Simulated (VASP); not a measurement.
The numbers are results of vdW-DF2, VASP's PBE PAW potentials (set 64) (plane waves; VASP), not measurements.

VASP ran on this input.

KPOINTS:
```
Automatic mesh
0
Gamma
9 9 9
0 0 0
```

### INCAR
```
AGGAC  =  0.0
ALGO  =  Normal
EDIFF  =  1E-6
EDIFFG  =  -0.02
ENCUT  =  520
GGA  =  ML
IBRION  =  2
ISIF  =  3
ISMEAR  =  1
LASPH  =  T
LCHARG  =  F
LMAXMIX  =  4
LREAL  =  F
LUSE_VDW  =  T
LWAVE  =  F
NELM  =  100
NSW  =  60
PREC  =  Accurate
SIGMA  =  0.1
SYSTEM  =  NiSi2
ZAB_VDW  =  -1.8867
```

POSCAR:
```
NiSi2
1
    0.0000000000     2.7928685330     2.7928685330
    2.7928685330     0.0000000000     2.7928685330
    2.7928685330     2.7928685330     0.0000000000
Si Ni
2 1
Direct
  0.2500000000   0.2500000000   0.2500000000
  0.7500000000   0.7500000000   0.7500000000
  0.0000000000   0.0000000000   0.0000000000
```

POTCAR, in this order: Si Ni (PBE.64 set). Program: vasp_std.

Problem. Estimate the energy per atom (σ→0), band gap (on the k-mesh).

Solution. 
The energy per atom (σ→0) is -3.240 eV/atom and the band gap (on the k-mesh) comes out as none (metal, semimetal or under 0.01 eV).

**OSZICAR**
```
...
DAV:   8    -0.973998084282E+01    0.54837E-01   -0.17970E+00  1330   0.216E+01    0.195E+00
DAV:   9    -0.971971247156E+01    0.20268E-01   -0.19338E-01  1119   0.841E+00    0.383E-01
DAV:  10    -0.971944255399E+01    0.26992E-03   -0.57165E-03  1145   0.948E-01    0.202E-01
DAV:  11    -0.971941400944E+01    0.28545E-04   -0.87777E-04  1118   0.269E-01    0.494E-02
DAV:  12    -0.971942731708E+01   -0.13308E-04   -0.44418E-05  1136   0.656E-02    0.202E-02
DAV:  13    -0.971941961718E+01    0.76999E-05   -0.19954E-05  1342   0.104E-01    0.676E-03
DAV:  14    -0.971942031426E+01   -0.69708E-06   -0.26747E-06   932   0.131E-02
   1 F= -.97194203E+01 E0= -.97195722E+01  d E =-.971942E+01
```

The compound is NiSi2 in the fluorite structure. It was relaxed first, which changed the volume by +10 %. The start is the result of an earlier pass. The run is not spin-polarised, so no magnetic state was tried.
